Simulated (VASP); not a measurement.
Here is a VASP 6.6.1 calculation.

The input INCAR:

```
PREC     = Accurate       # precision mode
ENCUT    = 520            # plane-wave cutoff, eV
EDIFF    = 1E-7           # SCF threshold, eV
ISMEAR   = 0              # smearing method
SIGMA    = 0.1            # smearing width, eV
LREAL    = False          # projectors in reciprocal space
LASPH    = True           # aspherical terms in the spheres
NELM     = 100            # most SCF steps
ALGO     = Fast           # electronic algorithm
ISIF     = 2              # what is computed and relaxed
LWAVE    = False          # write WAVECAR
LCHARG   = False          # write CHGCAR
LDIPOL   = True         
IDIPOL   = 3            
DIPOL    = 0.5 0.5 0.500
GGA      = PE             # functional
NBANDS   = 22             # bands
```

The input KPOINTS:

```
Automatic mesh
0
Gamma
  4 4 1
```

POSCAR

```
Ca
1.0
    5.5496370000      0.0000000000      0.0000000000
    0.0000000000      5.5496370000      0.0000000000
    0.0000000000      0.0000000000     14.0000000000
Ca
3
Direct
    0.0000000000      0.5000000000      0.5000000000
    0.5000000000      0.0000000000      0.5000000000
    0.0000000000      0.0000000000      0.5000000000
```

Potentials or basis: VASP PAW PBE potentials, release 64 (Ca_sv).

Launch:

```sh
$ cat potpaw_PBE.64/Ca_sv/POTCAR > POTCAR
$ mpirun -np 1 vasp_std > vasp.out
```

(1) What does it give for the band gap on the k mesh?

Answers

(1) none (metal or under the smearing width).
